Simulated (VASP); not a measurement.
Consider the following.

```yaml
crystal:
  lattice:
    - [0.00000, 2.62140, 2.62140]
    - [2.62140, 0.00000, 2.62140]
    - [2.62140, 2.62140, 0.00000]
  atoms:
    - { symbol: Be, position: [0.00000, 0.00000, 0.00000] }
    - { symbol: Se, position: [0.25000, 0.25000, 0.25000] }
```

These are PBE GGA, VASP's PBE PAW potentials (set 64) (plane waves; VASP) values and carry that method's errors. Numerical set-up: 400 eV cut-off, 7×7×7 Γ-centred mesh, Gaussian smearing of 0.050 eV, potentials Be Se.

Q: Estimate the energy per atom (σ→0), pressure.

A: 
The energy per atom (σ→0) is -426.8 kJ/mol-atom and the pressure is -2.47 GPa.

The absolute energy has meaning only against runs of the same code, potentials and settings.

The compound is BeSe in the zinc blende structure. The cell was not relaxed at this level.
